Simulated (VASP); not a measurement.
Given:

```
CELL_PARAMETERS angstrom
      0.00000     2.58000     2.58000
      2.58000     0.00000     2.58000
      2.58000     2.58000     0.00000
ATOMIC_POSITIONS crystal
  Sr 0.00000 0.00000 0.00000
  O  0.50000 0.50000 0.50000
```

Level of theory: PBE GGA, VASP's PBE PAW potentials (set 64) (plane waves; VASP). Settings: 520 eV cut-off, 8×8×8 Γ-centred mesh, Gaussian smearing of 0.050 eV, potentials Sr_sv O.

Problem. Give the stress tensor in GPa (positive for a compressed cell).

Solution. 
```
2.35  0.00  0.00
0.00  2.35  0.00
0.00  0.00  2.35
```
The pressure is its mean diagonal, 2.35 GPa.

The compound is SrO in the rock salt structure. The cell was not relaxed at this level.
